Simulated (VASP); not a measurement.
# A VASP study of Co2TeS (RPBE): structure first, properties next, part 3 of 4

What structure does Co2TeS take at this level, and what are its properties? The cell is invented: it takes the structure of a Materials Project entry for Mg2TeS (space group 160 there), with some of its atoms replaced by other elements, volume scaled by an estimate. It may not be a known or stable phase.

VASP 6.6.1; RPBE, spin-polarised from a ferromagnetic start; plane waves and PAW (Te, Co, S); invented cell.

Still holding for the runs below: The magnetic state follows from one typed start and may not be the lowest.

So far. Step 3 (Full relaxation (RPBE)): It ends with a largest force of 0.009 eV/Å and a pressure of -0.01 GPa. Step 4 (Density, ELF and potential (RPBE)): In this run the pressure is -0.08 GPa, small enough to go on. The relaxed cell has a = 3.757, c = 17.932 Å (conventional setting).

**5. Band structure (RPBE)**

Levels along the symmetry lines show where the bands peak and cross; KPOINTS_OPT computes them in the converged potential.

Contents of INCAR:

```
SYSTEM = Co2TeS
PREC = Accurate
ENCUT = 400
EDIFF = 1E-06
NELM = 100
ISMEAR = -1
SIGMA = 0.05
LREAL = .FALSE.
ALGO = Normal
GGA = RP
NBANDS = 31
ISPIN = 2
MAGMOM = -0.026 0.566 0.481 0.041
LMAXMIX = 4
LORBIT = 11
LWAVE = .FALSE.
LCHARG = .FALSE.
KPAR = 2
```

Contents of POSCAR:

```
Co2TeS
1.0
    1.8784615242      1.0845302393      5.9772850919
   -1.8784615242      1.0845302393      5.9772850919
    0.0000000000     -2.1690604786      5.9772850919
Te Co S
1 2 1
Direct
    0.8809363647      0.8809363647      0.8809363647
    0.0239557777      0.0239557777      0.0239557777
    0.4817333976      0.4817333976      0.4817333976
    0.3633771300      0.3633771300      0.3633771300
```

Contents of KPOINTS:

```
Automatic mesh
0
Gamma
7 7 7
0 0 0
```

Contents of KPOINTS_OPT:

```
Line mode
16
Line-mode
Reciprocal
  0.00000000   0.00000000   0.00000000 GAMMA
  0.50000000   0.00000000   0.00000000 L

  0.50000000   0.00000000   0.00000000 L
  0.50000000   0.18861412  -0.18861412 B1

  0.81138588   0.50000000   0.18861412 B
  0.50000000   0.50000000   0.50000000 Z

  0.50000000   0.50000000   0.50000000 Z
  0.00000000   0.00000000   0.00000000 GAMMA

  0.00000000   0.00000000   0.00000000 GAMMA
  0.34430706   0.00000000  -0.34430706 X

  0.65569294   0.34430706   0.00000000 Q
  0.50000000   0.50000000   0.00000000 F

  0.50000000   0.50000000   0.00000000 F
  0.65569294   0.65569294   0.18861412 P1

  0.65569294   0.65569294   0.18861412 P1
  0.50000000   0.50000000   0.50000000 Z

  0.50000000   0.00000000   0.00000000 L
  0.81138588   0.34430706   0.34430706 P
```

PAW data sets: Te, Co and S (PBE family, release 64).

The run is started by

```console
> mpirun -np 2 vasp_std
```

The program printed:

```text
[... set-up lines as in an earlier step ...]
 entering main loop
       N       E                     dE             d eps       ncg     rms          rms(c)
DAV:   1     0.172237510140E+03    0.17224E+03   -0.94101E+03  5456   0.774E+02
DAV:   2    -0.716774336088E+01   -0.17941E+03   -0.16227E+03  5743   0.209E+02
DAV:   3    -0.215976303706E+02   -0.14430E+02   -0.13897E+02  6705   0.679E+01
DAV:   4    -0.219634630511E+02   -0.36583E+00   -0.36510E+00  6409   0.110E+01
DAV:   5    -0.219756340940E+02   -0.12171E-01   -0.12170E-01  7449   0.201E+00    0.160E+01
DAV:   6    -0.254734242297E+02   -0.34978E+01   -0.19257E+01  6580   0.685E+01    0.224E+01
DAV:   7    -0.203547017150E+02    0.51187E+01   -0.11516E+01  7068   0.650E+01    0.905E+00
DAV:   8    -0.219905318979E+02   -0.16358E+01   -0.10774E+01  7138   0.401E+01    0.187E+01
DAV:   9    -0.201068795835E+02    0.18837E+01   -0.76762E+00  7182   0.264E+01    0.212E+00
DAV:  10    -0.201197696324E+02   -0.12890E-01   -0.15807E-01  6611   0.275E+00    0.934E-01
DAV:  11    -0.201211179686E+02   -0.13483E-02   -0.86442E-03  8422   0.848E-01    0.557E-01
DAV:  12    -0.201234066746E+02   -0.22887E-02   -0.25076E-03  7401   0.617E-01    0.250E-01
DAV:  13    -0.201242254368E+02   -0.81876E-03   -0.17122E-03  8109   0.437E-01    0.824E-02
DAV:  14    -0.201243236706E+02   -0.98234E-04   -0.35943E-04  6475   0.146E-01    0.564E-02
DAV:  15    -0.201243471583E+02   -0.23488E-04   -0.27227E-05  7287   0.502E-02    0.340E-02
DAV:  16    -0.201243565630E+02   -0.94047E-05   -0.14618E-05  7006   0.419E-02    0.168E-02
DAV:  17    -0.201243606042E+02   -0.40412E-05   -0.86883E-06  6766   0.307E-02    0.661E-03
DAV:  18    -0.201243616649E+02   -0.10607E-05   -0.19544E-06  5155   0.143E-02    0.339E-03
DAV:  19    -0.201243619075E+02   -0.24257E-06   -0.94089E-07  3664   0.779E-03
   1 F= -.20124362E+02 E0= -.20110664E+02  d E =-.273966E-01  mag=     1.0710
 Start KPOINTS_OPT (optional k-point list driver)
k-point batch [1-44\144]
       N       E                     dE             ncg
DAV:   1     0.129923010622E+05   -0.16916E+05     5456
DAV:   2     0.522079244186E+04   -0.77715E+04     5778
DAV:   3     0.461570438664E+04   -0.60509E+03     6641
DAV:   4     0.460112741192E+04   -0.14577E+02     6454
DAV:   5     0.460066581638E+04   -0.46160E+00     7631
DAV:   6     0.460064761693E+04   -0.18199E-01     7094
DAV:   7     0.460064727132E+04   -0.34560E-03     7876
DAV:   8     0.460064726913E+04   -0.21891E-05     4560
DAV:   9     0.460064726866E+04   -0.47321E-06     4352
[...]
k-point batch [133-144\144]
       N       E                     dE             ncg
DAV:   1     0.263841893661E+05   -0.70676E+04     1488
DAV:   2     0.242462764098E+05   -0.21379E+04     1551
DAV:   3     0.240792762481E+05   -0.16700E+03     1846
DAV:   4     0.240753053539E+05   -0.39709E+01     1779
DAV:   5     0.240751738838E+05   -0.13147E+00     2037
DAV:   6     0.240751678253E+05   -0.60584E-02     1979
DAV:   7     0.240751677411E+05   -0.84209E-04     2091
DAV:   8     0.240751677405E+05   -0.62443E-06     1403
```

Wall time 12 min (2 MPI ranks of AMD EPYC 7R43, shared host); peak memory 0.67 GiB.

OUTCAR, selected parts (step 5):

```text
The static configuration has the point symmetry C_3v.

 Found     44 irreducible k-points:

   k-points           NKPTS =     44   k-points in BZ     NKDIM =     44   number of bands    NBANDS=     31

   NELECT =      30.0000    total number of electrons

 E-fermi :   7.4949

 spin component 1
 k-point     1 :       0.0000    0.0000    0.0000
  band No.  band energies     occupation
    ...
      9       5.8004      1.00000
     10       5.9748      1.00000
     11       5.9748      1.00000
     12       6.0678      1.00000
     13       6.0678      1.00000
     14       8.4967      0.00000
     15       8.4967      0.00000
     16       8.6821      0.00000
     17       9.8106      0.00000
     18       9.8106      0.00000
    ...

 k-point     2 :       0.1429   -0.0000   -0.0000
  band No.  band energies     occupation
    ...
     10       5.8663      1.00000
     11       5.8827      1.00000
     12       6.1178      1.00000
     13       6.1874      1.00000
     14       7.4598      0.66881
     15       8.2033      0.00000
     16       8.7148      0.00000
     17       8.9432      0.00000
     18       9.2610      0.00000
     19      11.7403      0.00000
    ...

 k-point     3 :       0.2857   -0.0000   -0.0000
  band No.  band energies     occupation
    ...
     10       5.6901      1.00000
     11       5.7894      1.00000
     12       6.1816      1.00000
     13       6.2950      1.00000
     14       6.6516      1.00000
     15       7.5233      0.36148
     16       7.5683      0.18710
     17       8.4283      0.00000
     18       8.4560      0.00000
     19      12.2172      0.00000
    ...

 k-point     4 :       0.4286    0.0000   -0.0000
  band No.  band energies     occupation
    ...
     12       6.0991      1.00000
     13       6.2344      1.00000
     14       6.4555      1.00000
     15       6.9791      0.99997
     16       7.1542      0.99890
     17       7.7359      0.00801
     18       8.0087      0.00003
     19      12.1106      0.00000
     20      12.5650      0.00000
     21      13.7371      0.00000
    ...

  Total       -0.0307893     -0.0307893     -0.0449833      0.0000000      0.0000000      0.0000000
  in kB       -0.6751672     -0.6751671     -0.9864223      0.0000000      0.0000000      0.0000000
  external PRESSURE =      -0.7789189 kB  Pullay stress =       0.0000000 kB

 POSITION                                       TOTAL-FORCE (eV/Angst)
 -----------------------------------------------------------------------------------
      0.00000      0.00000     15.79682         0.000000      0.000000     -0.000444
      0.00000      0.00000      0.42957         0.000000      0.000000      0.004200
      0.00000      0.00000      8.63837         0.000000      0.000000     -0.009692
      0.00000      0.00000      6.51603         0.000000      0.000000      0.005936
 -----------------------------------------------------------------------------------
    total drift:                               -0.000000     -0.000003      0.000009

  FREE ENERGIE OF THE ION-ELECTRON SYSTEM (eV)
  ---------------------------------------------------
  free  energy   TOTEN  =       -20.1243619075 eV

  energy  without entropy=      -20.0969653187  energy(sigma->0) =      -20.11066361

 magnetization (x)
# of ion       s       p       d       tot
------------------------------------------
    1        0.009  -0.034  -0.002  -0.026
    2        0.007   0.005   0.555   0.567
    3        0.015   0.009   0.457   0.480
    4        0.003   0.038   0.000   0.041
--------------------------------------------------
tot          0.034   0.018   1.010   1.062

[... 8 parts as in an earlier step ...]

[... 9 further parts left out ...]
```

Spin-orbit coupling is off here; with elements this heavy it splits and shifts levels by tenths of an eV or more.

This step gave:

- SCF cycles: 19
- bands: 31
- pressure: -0.07789 GPa

Spin up. Electronic bands along the path, in eV, zero at the Fermi level; # counts the bands kept, so #1 is VASP's band 3:

```tsv
point	#11	#12	#13	#14	#15	#16	#17	#18
Γ	-1.43	1.00	1.00	1.19	2.32	2.32	3.60	5.36
0.47 of the way	-1.21	-0.64	0.33	0.40	1.20	1.21	4.67	5.33
L	-1.25	-1.13	-0.61	-0.29	0.06	0.46	4.60	5.02
0.47 of the way	-1.23	-1.05	-0.82	-0.52	-0.13	0.60	5.27	6.03
B1	-1.17	-1.10	-0.92	-0.40	-0.01	0.77	4.15	5.43
jump to B	-1.17	-1.10	-0.92	-0.40	-0.01	0.77	4.15	5.43
0.47 of the way	-1.04	-0.77	-0.32	0.19	0.51	1.11	4.59	5.60
Z	-1.24	0.31	1.51	1.51	1.78	1.78	4.31	5.61
0.53 of the way	-1.46	0.81	1.17	1.17	2.13	2.13	3.99	5.29
Γ	-1.43	1.00	1.00	1.19	2.32	2.32	3.60	5.36
0.47 of the way	-1.26	-0.79	-0.18	0.17	0.44	1.54	5.35	5.89
X	-1.18	-1.04	-0.98	-0.44	-0.01	0.73	4.19	5.85
jump to Q	-1.18	-1.04	-0.98	-0.44	-0.01	0.73	4.19	5.85
0.53 of the way	-1.22	-1.18	-0.93	-0.22	0.32	1.03	3.66	5.39
F	-1.25	-1.17	-0.93	-0.28	0.85	1.14	3.54	4.26
0.47 of the way	-1.25	-1.16	-0.90	-0.27	0.84	1.05	3.60	4.30
P1	-1.25	-1.13	-0.83	-0.26	0.78	0.79	3.80	4.41
0.47 of the way	-0.92	-0.59	0.01	0.12	0.87	1.37	4.48	5.04
Z	-1.24	0.31	1.51	1.51	1.78	1.78	4.31	5.61
jump to L	-1.25	-1.13	-0.61	-0.29	0.06	0.46	4.60	5.02
0.47 of the way	-1.25	-1.13	-0.68	-0.27	0.25	0.56	4.42	4.94
P	-1.25	-1.13	-0.83	-0.26	0.78	0.79	3.80	4.41
```

Of the projections kept (Te, Co, S), the largest for each band there; the rest of the weight can lie on other orbitals:

```tsv
point	#11	#12	#13	#14	#15	#16	#17	#18
Γ	Co 0.99	Co 0.66	Co 0.66	Co 0.55	Co 0.54	Co 0.54	Co 0.54	Te 0.60
L	Co 0.99	Co 0.95	Co 0.87	Co 0.92	Co 0.84	Co 0.72	Co 0.75	Co 0.70
B1	Co 0.98	Co 0.98	Co 0.96	Co 0.92	Co 0.83	Co 0.75	Co 0.61	Co 0.68
B	Co 0.98	Co 0.98	Co 0.96	Co 0.92	Co 0.83	Co 0.75	Co 0.61	Co 0.68
Z	Co 0.92	Co 0.82	Co 0.74	Co 0.74	Co 0.50	Co 0.50	Co 0.68	Te 0.49
Γ	Co 0.99	Co 0.66	Co 0.66	Co 0.55	Co 0.54	Co 0.54	Co 0.54	Te 0.60
```

Spin down. Electronic bands along the path, in eV, zero at the Fermi level; # counts the bands kept, so #1 is VASP's band 3:

```tsv
point	#10	#11	#12	#13	#14	#15	#16	#17
Γ	-0.83	-0.83	1.29	1.29	1.44	2.62	2.62	3.70
0.47 of the way	-0.87	-0.69	-0.23	0.67	0.82	1.50	1.52	4.77
L	-0.98	-0.86	-0.76	-0.23	0.24	0.53	0.86	4.70
0.47 of the way	-1.12	-0.83	-0.68	-0.39	0.07	0.40	0.97	5.37
B1	-1.16	-0.79	-0.67	-0.45	0.10	0.48	1.12	4.24
jump to B	-1.16	-0.79	-0.67	-0.45	0.10	0.48	1.12	4.24
0.47 of the way	-0.88	-0.70	-0.34	0.14	0.56	0.88	1.45	4.70
Z	-1.07	-0.85	0.69	1.87	1.87	2.04	2.04	4.42
0.53 of the way	-0.95	-0.95	1.12	1.47	1.47	2.44	2.44	4.10
Γ	-0.83	-0.83	1.29	1.29	1.44	2.62	2.62	3.70
0.47 of the way	-0.88	-0.78	-0.38	0.22	0.64	0.82	1.82	5.43
X	-1.15	-0.78	-0.65	-0.48	0.08	0.49	1.08	4.29
jump to Q	-1.15	-0.78	-0.65	-0.48	0.08	0.49	1.08	4.29
0.53 of the way	-1.07	-0.84	-0.76	-0.47	0.27	0.69	1.37	3.80
F	-1.06	-0.85	-0.82	-0.49	0.22	1.15	1.45	3.70
0.47 of the way	-1.09	-0.85	-0.81	-0.47	0.23	1.14	1.37	3.76
P1	-1.08	-0.86	-0.78	-0.39	0.25	1.10	1.14	3.96
0.47 of the way	-0.88	-0.57	-0.13	0.41	0.50	1.24	1.67	4.58
Z	-1.07	-0.85	0.69	1.87	1.87	2.04	2.04	4.42
jump to L	-0.98	-0.86	-0.76	-0.23	0.24	0.53	0.86	4.70
0.47 of the way	-1.02	-0.86	-0.77	-0.28	0.26	0.68	0.93	4.55
P	-1.08	-0.86	-0.78	-0.39	0.25	1.10	1.14	3.96
```

Of the projections kept (Te, Co, S), the largest for each band there; the rest of the weight can lie on other orbitals:

```tsv
point	#10	#11	#12	#13	#14	#15	#16	#17
Γ	Co 0.99	Co 0.99	Co 0.69	Co 0.69	Co 0.58	Co 0.59	Co 0.59	Co 0.54
L	Co 0.94	Co 0.99	Co 0.96	Co 0.90	Co 0.94	Co 0.86	Co 0.78	Co 0.73
B1	Co 0.99	Co 0.98	Co 0.98	Co 0.97	Co 0.94	Co 0.85	Co 0.79	Co 0.62
B	Co 0.99	Co 0.98	Co 0.98	Co 0.97	Co 0.94	Co 0.85	Co 0.79	Co 0.62
Z	Co 0.98	Co 0.93	Co 0.83	Co 0.77	Co 0.77	Co 0.56	Co 0.56	Co 0.66
Γ	Co 0.99	Co 0.99	Co 0.69	Co 0.69	Co 0.58	Co 0.59	Co 0.59	Co 0.54
```

There is no gap at this level.

**6. Total and projected DOS (RPBE)**

Here the states are counted by energy and projected on the atoms. The mesh is finer than in the run before.

Changes to INCAR since step 5:

```diff
@@ -5,3 +5,3 @@
 NELM = 100
-ISMEAR = -1
+ISMEAR = -5
 SIGMA = 0.05
@@ -18 +18,2 @@
 KPAR = 2
+NEDOS = 2001
```

POSCAR is that of step 5.

Contents of KPOINTS:

```
Automatic mesh
0
Gamma
10 10 10
0 0 0
```

The run is started by

```console
> mpirun -np 2 vasp_std
```

The program printed:

```text
[... set-up lines as in an earlier step ...]
 entering main loop
       N       E                     dE             d eps       ncg     rms          rms(c)
DAV:   1     0.173618031881E+03    0.17362E+03   -0.94503E+03 14384   0.775E+02
DAV:   2    -0.709873965881E+01   -0.18072E+03   -0.16345E+03 15203   0.209E+02
DAV:   3    -0.215800329535E+02   -0.14481E+02   -0.13965E+02 17641   0.681E+01
DAV:   4    -0.219453647571E+02   -0.36533E+00   -0.36464E+00 16879   0.110E+01
DAV:   5    -0.219573861001E+02   -0.12021E-01   -0.12020E-01 19486   0.199E+00    0.160E+01
DAV:   6    -0.254249917741E+02   -0.34676E+01   -0.18740E+01 17409   0.682E+01    0.223E+01
DAV:   7    -0.203621366805E+02    0.50629E+01   -0.11777E+01 18715   0.649E+01    0.927E+00
DAV:   8    -0.219117981668E+02   -0.15497E+01   -0.10491E+01 18885   0.398E+01    0.182E+01
DAV:   9    -0.200866877181E+02    0.18251E+01   -0.71171E+00 18952   0.259E+01    0.204E+00
DAV:  10    -0.201057565315E+02   -0.19069E-01   -0.15373E-01 17252   0.270E+00    0.102E+00
DAV:  11    -0.201093713247E+02   -0.36148E-02   -0.92188E-03 22194   0.986E-01    0.684E-01
DAV:  12    -0.201141753039E+02   -0.48040E-02   -0.42292E-03 20705   0.817E-01    0.309E-01
DAV:  13    -0.201157938040E+02   -0.16185E-02   -0.33185E-03 21755   0.632E-01    0.195E-01
DAV:  14    -0.201159179171E+02   -0.12411E-03   -0.95887E-04 19916   0.330E-01    0.606E-02
DAV:  15    -0.201159327141E+02   -0.14797E-04   -0.63320E-05 17980   0.461E-02    0.341E-02
DAV:  16    -0.201159396826E+02   -0.69686E-05   -0.11491E-05 17920   0.280E-02    0.174E-02
DAV:  17    -0.201159480178E+02   -0.83351E-05   -0.15198E-05 17885   0.339E-02    0.955E-03
DAV:  18    -0.201159468950E+02    0.11228E-05   -0.14635E-06 13932   0.107E-02    0.574E-03
DAV:  19    -0.201159446055E+02    0.22894E-05   -0.30397E-06 11921   0.870E-03    0.681E-03
DAV:  20    -0.201159447450E+02   -0.13949E-06   -0.45728E-07  7913   0.482E-03
   1 F= -.20115945E+02 E0= -.20115945E+02  d E =0.000000E+00  mag=     1.2343
 -----------------------------------------------------------------------------
|                                                                             |
|           W    W    AA    RRRRR   N    N  II  N    N   GGGG   !!!           |
|           W    W   A  A   R    R  NN   N  II  NN   N  G    G  !!!           |
|           W    W  A    A  R    R  N N  N  II  N N  N  G       !!!           |
|           W WW W  AAAAAA  RRRRR   N  N N  II  N  N N  G  GGG   !            |
|           WW  WW  A    A  R   R   N   NN  II  N   NN  G    G                |
|           W    W  A    A  R    R  N    N  II  N    N   GGGG   !!!           |
|                                                                             |
|     Tetrahedron method does not include variations of the Fermi             |
|     occupations, so forces and stress will be inaccurate. We suggest        |
|     using a different smearing scheme ISMEAR = 1 or 2 for metals in         |
|     relaxations.                                                            |
|                                                                             |
 -----------------------------------------------------------------------------
```

Run time: 14 min. Hardware: 2 MPI ranks; peak memory 0.92 GiB.

Parts of OUTCAR (step 6):

```text
   k-points           NKPTS =    116   k-points in BZ     NKDIM =    116   number of bands    NBANDS=     31

   NELECT =      30.0000    total number of electrons

 E-fermi :   7.5022

 spin component 1
 k-point     1 :       0.0000    0.0000    0.0000
  band No.  band energies     occupation
    ...
      9       5.7532      1.00000
     10       5.9346      1.00000
     11       5.9346      1.00000
     12       6.0317      1.00000
     13       6.0317      1.00000
     14       8.4589      0.00000
     15       8.4589      0.00000
     16       8.6665      0.00000
     17       9.7847      0.00000
     18       9.7847      0.00000
    ...

 k-point     2 :       0.1000    0.0000    0.0000
  band No.  band energies     occupation
    ...
      9       5.7213      1.00000
     10       5.8704      1.00000
     11       5.8800      1.00000
     12       6.0658      1.00000
     13       6.0969      1.00000
     14       7.7826      0.11651
     15       8.3038      0.00000
     16       8.9036      0.00000
     17       9.1443      0.00000
     18       9.4882      0.00000
    ...

  Total        0.0215014      0.0215014      0.0140522      0.0000000      0.0000000     -0.0000000
  in kB        0.4714963      0.4714963      0.3081448      0.0000000      0.0000000     -0.0000000
  external PRESSURE =       0.4170458 kB  Pullay stress =       0.0000000 kB

 POSITION                                       TOTAL-FORCE (eV/Angst)
 -----------------------------------------------------------------------------------
      0.00000      0.00000     15.79682         0.000000      0.000000      0.012215
      0.00000      0.00000      0.42957         0.000000     -0.000000      0.029977
      0.00000      0.00000      8.63837         0.000000     -0.000000     -0.015611
      0.00000      0.00000      6.51603         0.000000     -0.000000     -0.026581
 -----------------------------------------------------------------------------------
    total drift:                                0.000000     -0.000003      0.000015

  FREE ENERGIE OF THE ION-ELECTRON SYSTEM (eV)
  ---------------------------------------------------
  free  energy   TOTEN  =       -20.1159447450 eV

  energy  without entropy=      -20.1159447450  energy(sigma->0) =      -20.11594475

 magnetization (x)
# of ion       s       p       d       tot
------------------------------------------
    1        0.010  -0.040  -0.002  -0.031
    2        0.009   0.009   0.682   0.699
    3        0.016   0.009   0.480   0.504
    4        0.004   0.046   0.000   0.049
--------------------------------------------------
tot          0.038   0.024   1.160   1.222

[... 6 parts as in an earlier step ...]

[... 15 further parts left out ...]
```

With tetrahedra the forces and stress of a metal are not exact derivatives of the energy.

Numbers from this step:

```yaml
scf_cycles: 20
irreducible_k_points: 116
fermi_energy: 7.502 eV
pressure: 0.04170 GPa
moment_of_the_cell_from_the_last_line_of_the_log: 1.234 μB
dos_at_the_fermi_level: 2.783 states/eV/cell
```

Spin moment in the PAW sphere by atom:

```tsv
atom	spin moment in the PAW sphere (μB)
Te1	-0.031
Co2	0.699
Co3	0.504
S4	0.049
```

The density of states has structure finer than the step of the table below, so its rows give means over 1 eV, whole bins alone (the curve runs from -12.0 to 4.97 eV). Peaks (eV: height): total up -1.7: 7.46, -1.4: 6.01, -1.3: 7.22, -1.2: 6.57; total down -1.6: 5.95, -1.2: 6.53, -0.8: 8.24, 0.3: 5.33; Co d up -1.7: 6.46, -1.4: 5.26, -1.3: 6.37, -1.2: 5.72; Co d down -1.6: 4.66, -1.2: 5.54, -0.9: 4.46, -0.8: 7.43; Te p up -4.0: 0.395, -3.6: 0.774, -3.4: 0.648, -3.0: 0.710.

States under -12.0 eV and over 5.0 eV are left out. Density of states against energy, zero at the Fermi level; means over each step; 7 of 11 lines; values in states/eV/cell:

```tsv
energy (eV)	total up	total down	Co d up	Co d down	Te p up	Te p down	S p up
-11	0.381	0.327	0.0121	0.00969	3.5e-4	2.9e-4	7.7e-4
-10	0	0	0	0	0	0	0
-9	0	0	0	0	0	0	0
-8	0	0	0	0	0	0	0
-7	0	0	0	0	0	0	0
-6	1.51	1.32	0.185	0.128	0.123	0.116	0.385
-5	1.53	1.49	0.387	0.314	0.0775	0.0976	0.467
-4	1.59	1.30	0.504	0.304	0.322	0.226	0.164
-3	1.35	1.80	0.667	0.714	0.300	0.453	0.0435
-2	3.44	0.900	2.87	0.708	0.0394	0.0106	0.0151
-1	3.13	4.55	2.62	3.84	0.0435	0.0548	0.0506
0	1.87	1.98	1.25	1.52	0.0976	0.0415	0.127
1	1.54	1.88	0.768	1.13	0.242	0.199	0.132
2	0.189	0.526	0.0794	0.264	0.0454	0.0866	0.0190
3	0	0.00229	0	0.00113	0	4.6e-4	0
4	0.416	0.317	0.0666	0.0595	0.00926	0.00653	0.0160
```

The finer mesh and the other smearing move the Fermi level by +0.01 eV from the 7×7×7 run, a small shift, which tests the Fermi level alone. Of the states within 0.3 eV of the Fermi level, the largest shares in the PAW spheres are Co d 71 % and S p 6 %. The rest lies in smaller channels or between the spheres.

(Part 3 of 4 ends here.)

[Lines on the potential files, build, host, timing and source positions are cut from VASP's logs without a mark.]

[Logs are printed without paths, hosts, clocks, repeated set-up lines and the standing remarks that a program may print on its own settings, such as how far it seeks lower states.]

[Hosts, paths, dates, database ids (printed as entryN), source tags and the programs' standing remarks are cut or masked in the printed files.]

[A measured line is paired with the nearest computed mode of its activity, which favours agreement.]
